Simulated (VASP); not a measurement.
Energy against volume of HfN (rock salt). Level of theory: MS2 meta-GGA, VASP's PBE PAW potentials (set 64) (plane waves; VASP).

| V (Å³/atom) | E (eV/atom) |
|---|---|
| 10.673 | -3.69704 |
| 11.014 | -3.72965 |
| 11.354 | -3.74018 |
| 11.695 | -3.73189 |
| 12.036 | -3.70756 |

### Question
Fit a third-order Birch-Murnaghan equation of state.

### Answer

* **volume per atom**: 11.37 Å³/atom
* **bulk modulus**: 293 GPa
* **pressure derivative of the bulk modulus**: 4.32
* **lattice constant a**: 449.7 pm

Measured: a 4.524 Å (computed value off by -0.6 %), as given by Seo, Lee, Wen, Petrov, Greene, Gall, J. Appl. Phys. 96, 878 (2004). The calculation is for a static lattice, while the measured a holds thermal and zero-point effects, which are part of the difference.

The compound is HfN in the rock salt structure. It was relaxed first.
